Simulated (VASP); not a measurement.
Here is the system:

```
CELL_PARAMETERS angstrom
     11.52221     0.00000     0.00000
      0.00000    11.52221     0.00000
      0.00000     0.00000    11.52221
ATOMIC_POSITIONS crystal
  Ga 0.49980 0.00058 0.00038
  Ga 0.75005 0.24984 0.00013
  Ga 0.74986 0.00012 0.24978
  Ga 0.00008 0.99998 0.99992
  Ga 0.25022 0.24963 0.00019
  Ga 0.49996 0.50025 0.99990
  Ga 0.75027 0.74937 0.00041
  Ga 0.25033 0.00042 0.24986
  Ga 0.50246 0.25306 0.25270
  Ga 0.74577 0.49597 0.25358
  Ga 0.49969 0.00007 0.49983
  Ga 0.74618 0.25236 0.49658
  Ga 0.75030 0.00017 0.74972
  Ga 0.99928 0.50024 0.00045
  Ga 0.24996 0.75010 0.99991
  Ga 0.99976 0.25012 0.24988
  Ga 0.24971 0.49997 0.24981
  Ga 0.50015 0.75006 0.24972
  Ga 0.99955 0.00039 0.50034
  Ga 0.25012 0.24985 0.49997
  Ga 0.50202 0.49733 0.49685
  Ga 0.75007 0.74940 0.49985
  Ga 0.24993 0.99999 0.75007
  Ga 0.49992 0.25020 0.74982
  Ga 0.74999 0.49970 0.74920
  Ga 0.99909 0.74918 0.25001
  Ga 0.99912 0.49989 0.49996
  Ga 0.25001 0.74980 0.50040
  Ga 0.99919 0.25002 0.74917
  Ga 0.25016 0.50018 0.74966
  Ga 0.49994 0.74952 0.74941
  Ga 0.00005 0.75003 0.75004
  As 0.62478 0.12585 0.12577
  As 0.87385 0.37517 0.12599
  As 0.87411 0.12575 0.37497
  As 0.12496 0.12497 0.12504
  As 0.37555 0.37501 0.12550
  As 0.62513 0.62402 0.12590
  As 0.87499 0.87495 0.12502
  As 0.37565 0.12574 0.37480
  As 0.87360 0.62362 0.37462
  As 0.62485 0.12555 0.62431
  As 0.87371 0.37453 0.62369
  As 0.87503 0.12506 0.87498
  As 0.12488 0.62509 0.12499
  As 0.37495 0.87507 0.12495
  As 0.12486 0.37503 0.37509
  As 0.37547 0.62451 0.37484
  As 0.62504 0.87497 0.37500
  As 0.12499 0.12509 0.62498
  As 0.37557 0.37512 0.62422
  As 0.62475 0.62405 0.62398
  As 0.87494 0.87477 0.62489
  As 0.37504 0.12502 0.87495
  As 0.62507 0.37505 0.87496
  As 0.87487 0.62484 0.87475
  As 0.12478 0.87492 0.37486
  As 0.12471 0.62485 0.62492
  As 0.37500 0.87500 0.62500
  As 0.12474 0.37499 0.87502
  As 0.37497 0.62507 0.87492
  As 0.62490 0.87489 0.87514
  As 0.12503 0.87500 0.87506
  P  0.62378 0.37450 0.37537
```

Method: HSE06 screened hybrid, VASP's PBE PAW potentials (set 64) (plane waves; VASP). Run with PREC = Normal, LREAL = Auto, ISYM = 0, EDIFF = 1E-5, 400 eV cut-off, 1×1×1 Γ-centred mesh, Gaussian smearing of 0.050 eV, potentials Ga As P.

The supercell is sampled at Γ alone, which is coarse: total energies, pressure and levels can be off, energies of defects by several tenths of an eV.

### Question
Estimate the energy per atom (σ→0).

### Answer

```yaml
energy per atom (σ→0): -4.889 eV/atom
```

Only differences to runs with the same potentials and settings are physical.

The cell is a supercell with a defect, built from GaAs (zinc blende): P_As. The cell's shape comes from a PBE relaxation. The run is not spin-polarised, so no state with unpaired spins was tried.
